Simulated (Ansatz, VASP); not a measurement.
# SnSe2 in two plane-wave programs

One calculation is typed for both programs; each brings its own data sets and cutoff. How far apart do they land? The cell is taken from a series of runs on this material, whose earlier steps may have relaxed or scaled it; both programs get it as it stands.

Main program and level: Ansatz 0.2.0; plane waves, with VASP 6.6.1 beside it; single point at PBEsol and single point at PBEsol with D3(BJ).

## (1) Starting point

The cell holds 9 atoms: 6 Se and 3 Sn. Cell: a = 3.811 Å, b = 3.811 Å, c = 30.328 Å, α = 90.0°, β = 90.0°, γ = 120.0°. It derives from SnSe2. As first built, before any earlier steps moved the atoms: kind sheets cut from a layered crystal; sheets 3; fields 0 to 0.4 V/Å. Vacuum lies along c.

## (2) VASP: single point, PBEsol

With cell and atoms fixed, the geometry can't cause a difference; cores, projectors, grids and the points listed under the comparison can.

Lines of VASP's logs that name or quote its potential files are left out, and so is its time.

The input, INCAR:

```
SYSTEM = SnSe2
PREC = Accurate
ENCUT = 400
EDIFF = 1E-06
NELM = 100
ISMEAR = -1
SIGMA = 0.02
LREAL = .FALSE.
ALGO = Normal
GGA = PS
NBANDS = 48
LORBIT = 11
LWAVE = .FALSE.
LCHARG = .FALSE.
KPAR = 4
ISIF = 0
```

The input, POSCAR:

```
SnSe2
1.0
    3.8110000001      0.0000000000      0.0000000000
   -1.9055000001      3.3004228139      0.0000000000
    0.0000000000      0.0000000000     30.3277280000
Se Sn
6 3
Direct
    0.3333333333      0.6666666667      0.7400538887
    0.6666666667      0.3333333333      0.6359646680
    0.3333333333      0.6666666667      0.5519914999
    0.6666666667      0.3333333333      0.4480085001
    0.3333333333      0.6666666667      0.3640353320
    0.6666666667      0.3333333333      0.2599461113
    0.0000000000      0.0000000000      0.6880900811
    0.0000000000      0.0000000000      0.5000000000
    0.0000000000      0.0000000000      0.3119099189
```

The input, KPOINTS:

```
Automatic mesh
0
Gamma
12 12 1
0 0 0
```

Potentials, in the order of the species: Se and Sn_d (PBE family, release 64).

Started as:

```console
> mpirun -np 4 vasp_std
```

Numbers of over 12 decimals in the logs are rounded to 6 here.

Log:

```text
[banner, memory and clock lines left out]
running    4 mpi-ranks, on    1 nodes
 distrk:  each k-point on    1 cores,    4 groups
 distr:  one band on    1 cores,    1 groups

 POSCAR found type information on POSCAR SeSn
 POSCAR found :  2 types and       9 ions
|                                                                             |
|               ----> ADVICE to this user running VASP <----                  |
|                                                                             |
|     You enforced a specific xc type in the INCAR file but a different       |
|     [... a line on the potential file left out ...]
|     I HOPE YOU KNOW WHAT YOU ARE DOING!                                     |
|                                                                             |

 LDA part: xc-table for (Slater+PW92), standard interpolation
 POSCAR, INCAR and KPOINTS ok, starting setup
 FFT: planning ... GRIDC
 FFT: planning ... GRID_SOFT
 FFT: planning ... GRID
 WAVECAR not read
 entering main loop
       N       E                     dE             d eps       ncg     rms          rms(c)
DAV:   1     0.688168905904E+03    0.68817E+03   -0.30651E+04  1984   0.136E+03
DAV:   2     0.610648593496E+02   -0.62710E+03   -0.60918E+03  2016   0.350E+02
DAV:   3    -0.343281649791E+02   -0.95393E+02   -0.93038E+02  2224   0.157E+02
DAV:   4    -0.394235890764E+02   -0.50954E+01   -0.50450E+01  2128   0.386E+01
DAV:   5    -0.396021090675E+02   -0.17852E+00   -0.17836E+00  2512   0.715E+00    0.887E+00
DAV:   6    -0.389046026358E+02    0.69751E+00   -0.12772E+00  2568   0.923E+00    0.553E+00
DAV:   7    -0.388342423099E+02    0.70360E-01   -0.69838E-01  2384   0.413E+00    0.745E-01
DAV:   8    -0.388196597999E+02    0.14583E-01   -0.83493E-02  2448   0.225E+00    0.448E-01
DAV:   9    -0.388199072507E+02   -0.24745E-03   -0.89002E-03  2312   0.396E-01    0.128E-01
DAV:  10    -0.388198679087E+02    0.39342E-04   -0.66309E-04  2672   0.202E-01    0.549E-02
DAV:  11    -0.388198811229E+02   -0.13214E-04   -0.15334E-04  2240   0.603E-02    0.193E-02
DAV:  12    -0.388198898439E+02   -0.87210E-05   -0.33643E-05  2080   0.236E-02    0.137E-02
DAV:  13    -0.388199149853E+02   -0.25141E-04   -0.20863E-05  1904   0.171E-02    0.777E-03
DAV:  14    -0.388199390150E+02   -0.24030E-04   -0.59404E-06  1888   0.801E-03    0.439E-03
DAV:  15    -0.388199745217E+02   -0.35507E-04   -0.51190E-06  1744   0.624E-03    0.272E-03
DAV:  16    -0.388199897263E+02   -0.15205E-04   -0.29446E-06  1656   0.491E-03    0.266E-03
DAV:  17    -0.388199973820E+02   -0.76557E-05   -0.57337E-07  1472   0.273E-03    0.106E-03
DAV:  18    -0.388200063854E+02   -0.90033E-05   -0.60997E-07  1496   0.201E-03    0.106E-03
DAV:  19    -0.388200095228E+02   -0.31374E-05   -0.50715E-08  1368   0.129E-03    0.626E-04
DAV:  20    -0.388200146345E+02   -0.51117E-05   -0.15833E-07  1376   0.104E-03    0.285E-04
DAV:  21    -0.388200170313E+02   -0.23968E-05   -0.47492E-08  1368   0.751E-04    0.162E-04
DAV:  22    -0.388200186236E+02   -0.15923E-05   -0.43282E-08  1344   0.646E-04    0.862E-05
DAV:  23    -0.388200192207E+02   -0.59706E-06   -0.19954E-08  1344   0.411E-04
   1 F= -.38820019E+02 E0= -.38820019E+02  d E =-.213998E-06
```

From OUTCAR (step 2):

```text
ion  position               nearest neighbor table
   1  0.333  0.667  0.740-   7 2.71   7 2.71   7 2.71
   2  0.667  0.333  0.636-   7 2.71   7 2.71   7 2.71
   3  0.333  0.667  0.552-   8 2.71   8 2.71   8 2.71
   4  0.667  0.333  0.448-   8 2.71   8 2.71   8 2.71
   5  0.333  0.667  0.364-   9 2.71   9 2.71   9 2.71
   6  0.667  0.333  0.260-   9 2.71   9 2.71   9 2.71
   7  0.000  0.000  0.688-   1 2.71   1 2.71   1 2.71   2 2.71   2 2.71   2 2.71
   8  0.000  0.000  0.500-   3 2.71   4 2.71   4 2.71   3 2.71   4 2.71   3 2.71
   9  0.000  0.000  0.312-   6 2.71   6 2.71   6 2.71   5 2.71   5 2.71   5 2.71

  LATTYP: Found a hexagonal cell.
 ALAT       =     3.8110000001
 C/A-ratio  =     7.9579448961

 Subroutine GETGRP returns: Found 12 space group operations
 (whereof 12 operations were pure point group operations)

The static configuration has the point symmetry D_3d.

 Found     19 irreducible k-points:

   k-points           NKPTS =     19   k-points in BZ     NKDIM =     19   number of bands    NBANDS=     48

   dimension x,y,z NGX =    28 NGY =   28 NGZ =  200
   dimension x,y,z NGXF=    56 NGYF=   56 NGZF=  400

   ENCUT  =  400.0 eV  29.40 Ry    5.42 a.u.   6.21  6.21 49.46*2*pi/ulx,y,z

   NELECT =      78.0000    total number of electrons

 k-points in reciprocal lattice and weights: Automatic mesh
   0.00000000  0.00000000  0.00000000       0.007
   0.08333333  0.00000000  0.00000000       0.042
   0.16666667  0.00000000  0.00000000       0.042
   0.25000000  0.00000000  0.00000000       0.042
   0.33333333  0.00000000  0.00000000       0.042
   0.41666667  0.00000000  0.00000000       0.042
   0.50000000  0.00000000  0.00000000       0.021
   0.08333333  0.08333333  0.00000000       0.042
   0.16666667  0.08333333  0.00000000       0.083
[...]
0.33333333  0.25000000  0.00000000       0.083
   0.33333333  0.33333333  0.00000000       0.014

 average (electrostatic) potential at core
       1 -57.1850       2 -57.2657       3 -57.3003       4 -57.3003       5 -57.2657
       6 -57.1850       7-106.3548       8-106.3609       9-106.3548

 E-fermi :   0.6168

 k-point     1 :       0.0000    0.0000    0.0000
  band No.  band energies     occupation
    ...
     35      -0.1094      2.00000
     36      -0.0596      2.00000
     37      -0.0596      2.00000
     38       0.0313      2.00000
     39       0.0313      2.00000
     40       1.2824      0.00000
     41       2.0012      0.00000
     42       2.6235      0.00000
     43       3.0342      0.00000
     44       3.2052      0.00000
    ...

 k-point     2 :       0.0833    0.0000    0.0000
  band No.  band energies     occupation
    ...
     35      -0.3519      2.00000
     36      -0.2085      2.00000
     37       0.0043      2.00000
     38       0.1176      2.00000
     39       0.1831      2.00000
     40       1.8821      0.00000
     41       2.2754      0.00000
     42       2.5877      0.00000
     43       3.4395      0.00000
     44       3.5449      0.00000
    ...

 k-point     3 :       0.1667    0.0000    0.0000
  band No.  band energies     occupation
    ...
     35      -0.4228      2.00000
     36      -0.2715      2.00000
     37       0.0039      2.00000
     38       0.1738      2.00000
     39       0.2854      2.00000
     40       1.9491      0.00000
     41       2.3044      0.00000
     42       2.6051      0.00000
     43       3.7672      0.00000
     44       4.0414      0.00000
    ...

  energy-cutoff  :      400.00
  volume of cell :      381.46
      direct lattice vectors                 reciprocal lattice vectors
     3.811000000  0.000000000  0.000000000     0.262398321  0.151495741  0.000000000
    -1.905500000  3.300422814  0.000000000     0.000000000  0.302991482  0.000000000
     0.000000000  0.000000000 30.327728000     0.000000000  0.000000000  0.032973126

 POSITION                                       TOTAL-FORCE (eV/Angst)
 -----------------------------------------------------------------------------------
     -0.00000      2.20028     22.44415         0.000000      0.000000      0.103877
      1.90550      1.10014     19.28736         0.000000      0.000000     -0.007248
     -0.00000      2.20028     16.74065         0.000000      0.000000      0.042924
      1.90550      1.10014     13.58708        -0.000000     -0.000000     -0.042924
     -0.00000      2.20028     11.04036         0.000000     -0.000000      0.007248
      1.90550      1.10014      7.88357        -0.000000      0.000000     -0.103877
      0.00000      0.00000     20.86821        -0.000000      0.000000      0.082777
      0.00000      0.00000     15.16386        -0.000000      0.000000      0.000000
      0.00000      0.00000      9.45952         0.000000      0.000000     -0.082777
 -----------------------------------------------------------------------------------
    total drift:                                0.000000     -0.000000      0.000000

  FREE ENERGIE OF THE ION-ELECTRON SYSTEM (eV)
  ---------------------------------------------------
  free  energy   TOTEN  =       -38.8200192207 eV

  energy  without entropy=      -38.8200190067  energy(sigma->0) =      -38.82001911

 total charge
# of ion       s       p       d       tot
------------------------------------------
    1        1.485   2.304   0.026   3.815
    2        1.491   2.291   0.032   3.815
    3        1.491   2.291   0.033   3.815
    4        1.491   2.291   0.033   3.815
    5        1.491   2.291   0.032   3.815
    6        1.485   2.304   0.026   3.815
    7        1.064   1.038  10.102  12.204
    8        1.071   1.041  10.101  12.214
    9        1.064   1.038  10.102  12.204
--------------------------------------------------
tot         12.134  16.888  30.489  59.511

[... 3 further parts left out ...]
```

The gap is read on the k-mesh alone, so it is an upper bound where the band edges lie off the mesh. The PAW data sets were made with PBE, which is usual practice but a small mismatch for other functionals.

## (3) Ansatz: single point, PBEsol

Ansatz runs on its default PAW (the set named soft_2) files.

The same cell, functional, mesh and smearing now go to Ansatz, which takes its cutoff from its data sets.

The input, input.yaml:

```yaml
crystal:
  lattice:
    - [3.8110000001, 0.0, 0.0]
    - [-1.9055000001, 3.3004228139, 0.0]
    - [0.0, 0.0, 30.327728]
  atoms:
    - { symbol: Se, position: [0.3333333333, 0.6666666667, 0.7400538887] }
    - { symbol: Sn, position: [0.0, 0.0, 0.6880900811] }
    - { symbol: Se, position: [0.6666666667, 0.3333333333, 0.635964668] }
    - { symbol: Se, position: [0.3333333333, 0.6666666667, 0.5519914999] }
    - { symbol: Sn, position: [0.0, 0.0, 0.5] }
    - { symbol: Se, position: [0.6666666667, 0.3333333333, 0.4480085001] }
    - { symbol: Se, position: [0.3333333333, 0.6666666667, 0.364035332] }
    - { symbol: Sn, position: [0.0, 0.0, 0.3119099189] }
    - { symbol: Se, position: [0.6666666667, 0.3333333333, 0.2599461113] }
kpoints:
  mp_grid: { grid: [12, 12, 1] }
scf:
  occupations: { method: fermi_dirac, width: 0.02 }
  n_extra_bands: 13
hamiltonian:
  xc: pbesol
  pseudopotentials: { kind: paw }
output:
  forces: true
  write_potential: true
  volumetric_format: []
  dos:
    projected: true
    de: 0.05
    e_range: [-30, 12]
    method: { smearing: { sigma: 0.12, scheme: gaussian } }
  eigenstates:
    kpoints:
      - [0.33333333, 0.33333333, 0.0]
      - [0.31666667, 0.31666667, 0.0]
      - [0.3, 0.3, 0.0]
      - [0.28333333, 0.28333333, 0.0]
      - [0.26666667, 0.26666667, 0.0]
      - [0.25, 0.25, 0.0]
      - [0.23333333, 0.23333333, 0.0]
      - [0.21666667, 0.21666667, 0.0]
      - [0.2, 0.2, 0.0]
      - [0.18333333, 0.18333333, 0.0]
      - [0.16666667, 0.16666667, 0.0]
      - [0.15, 0.15, 0.0]
      - [0.13333333, 0.13333333, 0.0]
      - [0.11666667, 0.11666667, 0.0]
      - [0.1, 0.1, 0.0]
      - [0.08333333, 0.08333333, 0.0]
      - [0.06666667, 0.06666667, 0.0]
      - [0.05, 0.05, 0.0]
      - [0.03333333, 0.03333333, 0.0]
      - [0.01666667, 0.01666667, 0.0]
      - [0.0, 0.0, 0.0]
      - [0.02777778, 0.0, 0.0]
      - [0.05555556, 0.0, 0.0]
      - [0.08333333, 0.0, 0.0]
      - [0.11111111, 0.0, 0.0]
      - [0.13888889, 0.0, 0.0]
      - [0.16666667, 0.0, 0.0]
      - [0.19444444, 0.0, 0.0]
      - [0.22222222, 0.0, 0.0]
      - [0.25, 0.0, 0.0]
      - [0.27777778, 0.0, 0.0]
      - [0.30555556, 0.0, 0.0]
      - [0.33333333, 0.0, 0.0]
      - [0.36111111, 0.0, 0.0]
      - [0.38888889, 0.0, 0.0]
      - [0.41666667, 0.0, 0.0]
      - [0.44444444, 0.0, 0.0]
      - [0.47222222, 0.0, 0.0]
      - [0.5, 0.0, 0.0]
      - [0.48333333, 0.03333333, 0.0]
      - [0.46666667, 0.06666667, 0.0]
      - [0.45, 0.1, 0.0]
      - [0.43333333, 0.13333333, 0.0]
      - [0.41666667, 0.16666667, 0.0]
      - [0.4, 0.2, 0.0]
      - [0.38333333, 0.23333333, 0.0]
      - [0.36666667, 0.26666667, 0.0]
      - [0.35, 0.3, 0.0]
    e_range: [-8.0, 6.0]
    unfold:
      supercell_matrix: [[1, 0, 0], [0, 1, 0], [0, 0, 1]]
      layers:
        axis: 3
        edges: [0.128054, 0.337972, 0.421973, 0.578027, 0.662027, 0.871946]
```

Started as:

```console
> ansatz run input.yaml --threads 4 --pin off --max-ram 11264MiB --backend cpu --events-out ev --progress --plain --runs-dir out
```

Log:

```text
scf.n_extra_bands = 13 over 69 filled bands (N_el = 138.0): the run solves 82 bands
Engine: ansatz 0.2.0, x86_64-unknown-linux-gnu
Pseudopotentials: kind: paw
Pseudopotential: Se, paw, valence charge 16, recommended cutoff 420 eV (normal), Se.paw.azcp
Pseudopotential: Sn, paw, valence charge 14, recommended cutoff 420 eV (normal), Sn.paw.azcp
Functional definition: PBEsol
  exchange = pbesol_x
  correlation = pbesol_c
Crystal: 9 atoms, lattice volume = 381.459 Å³
Basis set: ecut = 420 eV, 7481 PW (Γ), exchange–correlation on 54×54×432 points (8 copies of the dense FFT grid, shifted against one another)
Bands: 82, of which v1, the nominal top of the filled ones, is band 69 counted from 1 (68 counted from 0)
Symmetry: 12 space group operations
Space group: P-3m1 (ITA 164), of the structure as read, at distance tolerance 7.3e-5 Å
k-points: 19 of 144
Non-local potential: Se, projectors of the file, l = 0: 2, l = 1: 2, l = 2: 3, l = 3: 1
Non-local potential: Sn, projectors of the file, l = 0: 2, l = 1: 2, l = 2: 2, l = 3: 2
PAW form: soft (Blöchl's): semilocal exchange-correlation on the pseudo side does not see the compensation charge
PAW frozen core: Se, regenerated for the run's functional, and the local potential with it (the file was generated under x = pbe(κ = 0.804, μ = 0.219515), c = pbe(β = 0.066725))
PAW frozen core: Sn, regenerated for the run's functional, and the local potential with it (the file was generated under x = pbe(κ = 0.804, μ = 0.219515), c = pbe(β = 0.066725))
PAW one-centre angular grid: Se, 590 points (default); XC on 64 Gauss nodes
PAW one-centre angular grid: Sn, 590 points (default); XC on 64 Gauss nodes
Initial density: superposition of atomic densities (neutral atoms: chi_scale 0, normalization atom), corrected by the library's trained network
Initial wavefunctions: pseudopotential atomic-orbital guess
Functional: x = pbesol(κ = 0.804, μ = 0.123457), c = pbesol(β = 0.046)
SCF iter   1: F=—  HF=-50397.551656 eV  |F-HF|=—  |Δ(HF+E_count)|=         —  Δρ=1.85e-3  dr2=2.17e-2  ethr=1.77e-3  ⟨swp⟩=7.5  Hψ=6159  notcnv=0  defer=7
preconditioner: auto → Resta (q_TF=auto, 2.303 Å⁻¹)  ε∞=2.1  [insulator: Δε(μ)=0.503 eV  Ē_g=15.680 eV  σ=0.020 eV  W_gap=1.00  n_scr=100 (ndim 8)  ℏωp=16.8 eV  f_vac=0.429  D(μ)=0.00/eV (n_scr^D=0)  ε∞_Penn≈2.1  vacuum switching on, ρ_ref=1.8e-2 e/Å³]
SCF iter   2: F=—  HF=-50397.543937 eV  |F-HF|=—  |Δ(HF+E_count)|=   7.72e-3  Δρ=1.14e-3  dr2=3.54e-2  ethr=1.58e-5  ⟨swp⟩=3.3  Hψ=3504  notcnv=0  defer=131
SCF iter   3: F=—  HF=-50397.543350 eV  |F-HF|=—  |Δ(HF+E_count)|=   5.87e-4  Δρ=8.27e-4  dr2=2.97e-2  ethr=1.58e-5  ⟨swp⟩=2.4  Hψ=1781  notcnv=0  defer=131
SCF iter   4: F=—  HF=-50397.541121 eV  |F-HF|=—  |Δ(HF+E_count)|=   2.23e-3  Δρ=2.88e-4  dr2=8.64e-4  ethr=1.58e-5  ⟨swp⟩=2.0  Hψ=1673  notcnv=0  defer=131
SCF iter   5: F=—  HF=-50397.541169 eV  |F-HF|=—  |Δ(HF+E_count)|=   4.81e-5  Δρ=1.13e-4  dr2=3.84e-5  ethr=6.26e-7  ⟨swp⟩=2.0  Hψ=1638  notcnv=0  defer=131
SCF iter   6: F=—  HF=-50397.541289 eV  |F-HF|=—  |Δ(HF+E_count)|=   1.20e-4  Δρ=2.48e-5  dr2=4.94e-6  ethr=2.78e-8  ⟨swp⟩=2.5  Hψ=2362  notcnv=0  defer=131
SCF iter   7: F=—  HF=-50397.541288 eV  |F-HF|=—  |Δ(HF+E_count)|=   3.10e-7  Δρ=9.95e-6  dr2=6.44e-7  ethr=3.58e-9  ⟨swp⟩=2.0  Hψ=1825  notcnv=0  defer=131
iter 8 met the thresholds in force, and the SCF goes on: an eigenvalue changes by 10.07 meV, over its tolerance of 10.00 meV (output.eigenvalues, Limitations)
SCF iter   8: F=-50397.541289 eV  HF=-50397.541289 eV  |F-HF|=1.20e-7  |Δ(HF+E_count)|=   3.35e-7  Δρ=3.96e-6  dr2=5.85e-8  ethr=7.25e-11  ⟨swp⟩=16.2  Hψ=12672  notcnv=0
SCF iter   9: F=-50397.541289 eV  HF=-50397.541289 eV  |F-HF|=1.23e-8  |Δ(HF+E_count)|=   1.27e-7  Δρ=1.08e-6  dr2=3.57e-9  ethr=4.24e-11  ⟨swp⟩=9.1  Hψ=9910  notcnv=0
SCF 1 converged in 9 iterations: F = -50397.541289 eV  dr2 = 3.57e-9
  greatest PAW one-centre occupation: 1.000 electrons in one spin orbital (limit 2), on the Se atom at site 5 (counted from 0), in its partial waves of l = 2
NSCF: frozen V_eff on 48 k-points
WARN: The output density's exchange-correlation potential varies sharply where the density is thin. Do not read a vacuum level from v_tot or v_xc, or from such a field of the output density. On a cell that repeats whose density bears no net charge and no dipole along the vacuum's axis use v_es (v_loc + v_h of the components); under efield.dipole_correction with no amplitude use v_es + v_field, which holds any externa [...]
SCF converged after 9 iterations
an eigenvalue changed by more than its tolerance at an iteration that met the thresholds in force, so the SCF went on 1 time: the last check found none over its tolerance
Free energy (F): -50397.541289 eV
Harris-Foulkes:  -50397.541289 eV  (|F-HF|=1.23e-8)
Internal energy: -50397.541289 eV  (E = F + TS)
E sigma→0 (E₀):  -50397.541289 eV
Entropy (-TS):   -0.000000 eV (-0.000 meV/atom)
Fermi energy:    3.007079 eV
--- Per-component energies (eV) ---
  E_band       = -3345.757486
  E_kinetic    = 1277.225460
  E_local      = -154251.158247  (includes V_loc(G=0)·N_el)
  E_nonlocal   = -3643.238600
  E_hartree    = 76963.438663
  E_xc         = -1755.185650
  E_vxc        = -877.108277  (∫ρ·V_xc dr)
  E_paw        = -23415.800272  (= ΣΔE_a)
  E_vpaw       = 221.647951  (= ΣTr[D̂ρ^β])
  E_aug_tail   = -0.003697  (compensation charges beyond the density's cutoff)
  E_ewald      = 54420.275832
  E_core_change = 6.905222  (= ΣΔE_core)
  E_smearing   = -0.000000  (= −TS)
  E_closure    = 0.000000  (closes the sum)
  Σ components = -50397.541289   (vs F -50397.541289, Δ=0.00e0)
--- Forces (eV/Å), atoms counted from 1 ---
  atom   1  Se     0.00000000     0.00000000     0.08123154
  atom   2  Sn     0.00000000    -0.00000000     0.08411320
  atom   3  Se    -0.00000000    -0.00000000     0.01477321
  atom   4  Se     0.00000000     0.00000000     0.02076891
  atom   5  Sn     0.00000000     0.00000000     0.00000000
  atom   6  Se    -0.00000000    -0.00000000    -0.02076891
  atom   7  Se     0.00000000     0.00000000    -0.01477321
  atom   8  Sn    -0.00000000     0.00000000    -0.08411320
  atom   9  Se    -0.00000000    -0.00000000    -0.08123154
  max |Σ_I F_I| component: 1.56e-17 eV/Å
--- Band table (eV; the first three rows and the last of 19) ---
  k-point 0: bands = [... 65 lower, 2.3317, 2.3317, 2.4225, 2.4225, 3.6776, 4.3936, 5.0171, 5.4309, ... 9 higher]
  k-point 1: bands = [... 65 lower, 2.1827, 2.3953, 2.5085, 2.5692, 4.2758, 4.6681, 4.9815, 5.8367, ... 9 higher]
  k-point 2: bands = [... 65 lower, 2.1196, 2.3947, 2.5645, 2.6718, 4.3427, 4.6975, 4.9981, 6.1645, ... 9 higher]
  k-point 18: bands = [... 65 lower, 1.5534, 1.5534, 2.2726, 2.2726, 3.4899, 4.2220, 4.9454, 7.1221, ... 9 higher]
```

(Part 1 of 2 ends here.)

[Lines on the potential files, build, host, timing and source positions are cut from VASP's logs without a mark.]

[Logs are printed without paths, hosts, clocks, repeated set-up lines and the standing remarks that a program may print on its own settings, such as how far it seeks lower states.]

[Hosts, paths, dates, database ids (printed as entryN), source tags and the programs' standing remarks are cut or masked in the printed files.]
